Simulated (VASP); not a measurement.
An input for Ansatz (written as the equivalent of a VASP run, and not itself run):

Ansatz 0.2 input:
```yaml
crystal:
  lattice:
    - [0.0000000, 2.6800000, 2.6800000]
    - [2.6800000, 0.0000000, 2.6800000]
    - [2.6800000, 2.6800000, 0.0000000]
  atoms:
    - { symbol: Co, position: [0.0000000, 0.0000000, 0.0000000] }
    - { symbol: Si, position: [0.2500000, 0.2500000, 0.2500000] }
    - { symbol: Si, position: [0.7500000, 0.7500000, 0.7500000] }
kpoints:
  mp_grid: { grid: [9, 9, 9] }
hamiltonian:
  xc: pbe
  pseudopotentials: { kind: paw }
  hubbard:
    sites:
      - { species: Co, l: d, u_eff: 2 }
scf:
  occupations: { method: methfessel_paxton, width: 0.1 }
  max_iter: 100
output: { forces: true, stress: true, eigenvalues: true }
```

Question: Translate this input to VASP (INCAR, KPOINTS, POSCAR, choice of POTCAR).

Answer: One answer among several that fit: 
File KPOINTS:
```
Automatic mesh
0
Gamma
9 9 9
0 0 0
```

**POSCAR**
```
CoSi2
1
    0.0000000000     2.6800000000     2.6800000000
    2.6800000000     0.0000000000     2.6800000000
    2.6800000000     2.6800000000     0.0000000000
Co Si
1 2
Direct
  0.0000000000   0.0000000000   0.0000000000
  0.2500000000   0.2500000000   0.2500000000
  0.7500000000   0.7500000000   0.7500000000
```

### INCAR
```
SYSTEM  =  CoSi2
PREC  =  Accurate; ENCUT  =  400; LREAL  =  F
LASPH  =  T
EDIFF  =  1E-6; NELM  =  100; ALGO  =  Normal
LMAXMIX  =  4
ISMEAR  =  1; SIGMA  =  0.1
GGA  =  PE
LDAUL  =  2 -1
LDAUU  =  2.0 0
LDAUJ  =  0 0
LDAU  =  T; LDAUTYPE  =  2; LDAUPRINT  =  1
ISIF  =  2
LWAVE  =  F; LCHARG  =  F; LORBIT  =  10
```

POTCAR, in this order: Co Si (PBE.64 set). Program: vasp_std.

What does not carry over: each code has its own PAW files, so the cut-off isn't converted (ENCUT is set for VASP's; basis.ecutwfc is left out, and Ansatz then takes the one that its files recommend); Ansatz stops its SCF on the density residual and VASP on the energy change (EDIFF); the +U projectors differ, so the same U acts differently.

The compound is CoSi2 in the fluorite structure. The cell was not relaxed at this level. The run is one of a series of settings (LDAU = .TRUE., LDAUJ = 0 0, LDAUL = 2 -1, LDAUTYPE = 2, LDAUU = 2.0 0 against the base run), some of them coarse on purpose.
